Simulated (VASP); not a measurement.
Here is a VASP 6.6.1 calculation.

File POSCAR:

```
AlN
1.0
    3.1067009323      0.0000000000      0.0000000000
   -1.5533504661      2.6904819293      0.0000000000
    0.0000000000      0.0000000000      4.9785263491
Al N
2 2
Direct
    0.3333333333      0.6666666667      0.0001942089
    0.6666666667      0.3333333333      0.5001942089
    0.3333333333      0.6666666667      0.3818057911
    0.6666666667      0.3333333333      0.8818057911
```

File INCAR.step1:

```
SYSTEM = AlN
PREC = Accurate
ENCUT = 600
ISMEAR = 0
SIGMA = 0.01
LREAL = .False.
LASPH = .True.
NELM = 100
GGA = PE
ALGO = Normal
EDIFF = 1E-4
LWAVE = .True.
LCHARG = .False.
```

Contents of INCAR.step2:

```
SYSTEM = AlN
PREC = Accurate
ENCUT = 600
EDIFF = 1E-7
ISMEAR = 0
SIGMA = 0.01
LREAL = .False.
LASPH = .True.
NELM = 100
ALGO = Normal
ISIF = 3
LWAVE = .False.
LCHARG = .False.
METAGGA = R2SCAN
LMIXTAU = .True.
IBRION = 2
NSW = 80
EDIFFG = -0.001
PSTRESS = 50.0
ISTART = 1
```

File KPOINTS:

```
regular mesh
0
Gamma
  9 9 6
  0 0 0
```

Potentials or basis: VASP PAW PBE potentials, release 64 (Al, N).

Command:

```console
$ cat potpaw_PBE.64/Al/POTCAR potpaw_PBE.64/N/POTCAR > POTCAR
$ cp INCAR.step1 INCAR
$ mpirun -np 1 vasp_std > vasp.out
$ cp INCAR.step2 INCAR
$ mpirun -np 1 vasp_std > vasp.out
```

Question: Predict the relaxed cell.

Answer: a = 3.083 Å, b = 3.083 Å, c = 4.933 Å, α = 90.00°, β = 90.00°, γ = 120.00°.

Question: Estimate the band gap on the k mesh.

Answer: 5.13 eV, direct.

Final structure:
```
CELL_PARAMETERS angstrom
3.08348 0.00000 0.00000
-1.54174 2.67038 0.00000
0.00000 0.00000 4.93328
ATOMIC_POSITIONS crystal
Al 0.33333 0.66667 0.99995
Al 0.66667 0.33333 0.49995
N 0.33333 0.66667 0.38205
N 0.66667 0.33333 0.88205
```

Caveat: the cell is relaxed towards a set pressure, so the enthalpy falls and the energy may rise; an odd mesh through Γ misses points on the zone boundary, where band edges often lie.
